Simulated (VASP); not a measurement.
Consider the following.

```
CELL_PARAMETERS angstrom
      1.86150    -3.22421     0.00000
      1.86150     3.22421     0.00000
      0.00000     0.00000     6.01800
ATOMIC_POSITIONS crystal
  Sn 0.00000 0.00000 0.00000
  S  0.33333 0.66667 0.25000
  S  0.66667 0.33333 0.75000
```

These are PBE GGA, VASP's PBE PAW potentials (set 64) (plane waves; VASP) values and carry that method's errors. Run with 800 eV cut-off, 6×6×4 Γ-centred mesh, Gaussian smearing of 0.050 eV, potentials Sn_d S.

Unless said otherwise, spin-orbit coupling is left out, though it shifts the bands of the heavy elements here.

Q: Estimate the energy per atom (σ→0), pressure, band gap (on the k-mesh) with the smallest direct gap where there is one.

A: 
```json
{
 "band gap (on the k-mesh)": "1.35 eV",
 "smallest direct gap (on the k-mesh)": "1.62 eV",
 "energy per atom (σ→0)": "-4391 meV/atom",
 "pressure": "-1.29 GPa"
}
```

Total energies compare only between runs with the same potentials, cut-off and functional.

The compound is SnS2 in the 1T layered structure. The cell was not relaxed at this level. The run is one of a series of settings (ENCUT = 800 against the base run), some of them coarse on purpose.
